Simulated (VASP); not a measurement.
All values below come from PBE GGA, VASP's PBE PAW potentials (set 64) (plane waves; VASP).

VASP input:

**POSCAR**
```
CoAl
1.0
  2.9372940000   0.0000000000   0.0000000000
  0.0000000000   2.7937010000   0.0000000000
  0.0000000000   0.0000000000   2.8296490000
Al Co
1 1
Direct
  0.5000000000   0.5000000000   0.5000000000
  0.0326610000   0.0000000000   0.0000000000
```

### INCAR
```
# general
SYSTEM  = CoAl
PREC    = Accurate
ENCUT   = 800
LREAL   = F
LASPH   = T

# electronic loop
EDIFF   = 1E-6
NELM    = 100
ALGO    = Normal
LMAXMIX = 4

# smearing
ISMEAR  = 1
SIGMA   = 0.1

# functional
GGA     = PE

# ions
ISIF    = 2

# output
LWAVE   = F
LCHARG  = F
```

### KPOINTS
```
Automatic mesh
0
Gamma
11 12 12
0 0 0
```

POTCAR, in this order: Al_sv_GW Co (PBE.64 set). Program: vasp_std.

Task: Estimate the energy per atom (σ→0), largest force, band gap (on the k-mesh).

Result: 
| Item | Value |
|---|---|
| energy per atom (σ→0) | -5.983 eV/atom |
| band gap (on the k-mesh) | none (metal, semimetal or under 0.01 eV) |
| largest force | 0.698 eV/Å |

OSZICAR:
```
...
DAV:   9    -0.119715771973E+02    0.52852E-02   -0.30488E-02 12600   0.390E+00    0.242E+00
DAV:  10    -0.119673675725E+02    0.42096E-02   -0.17090E-02 15334   0.696E+00    0.365E-01
DAV:  11    -0.119671882462E+02    0.17933E-03   -0.91702E-04 13938   0.942E-01    0.214E-01
DAV:  12    -0.119672000331E+02   -0.11787E-04   -0.14262E-04 13334   0.744E-01    0.381E-02
DAV:  13    -0.119671961381E+02    0.38950E-05   -0.19892E-05 13198   0.162E-01    0.318E-02
DAV:  14    -0.119671925046E+02    0.36335E-05   -0.19217E-06  7550   0.960E-02    0.302E-03
DAV:  15    -0.119671930640E+02   -0.55942E-06   -0.50389E-07  7734   0.179E-02
   1 F= -.11967193E+02 E0= -.11966950E+02  d E =-.730483E-03
```

The compound is CoAl in the CsCl type structure. The cell was not relaxed at this level, atoms are displaced from their ideal sites. The run is one of a series of settings (ENCUT = 800, POTCAR Al_sv_GW Co (PBE.64 set) against the base run), some of them coarse on purpose. The run is not spin-polarised, so no magnetic state was tried.
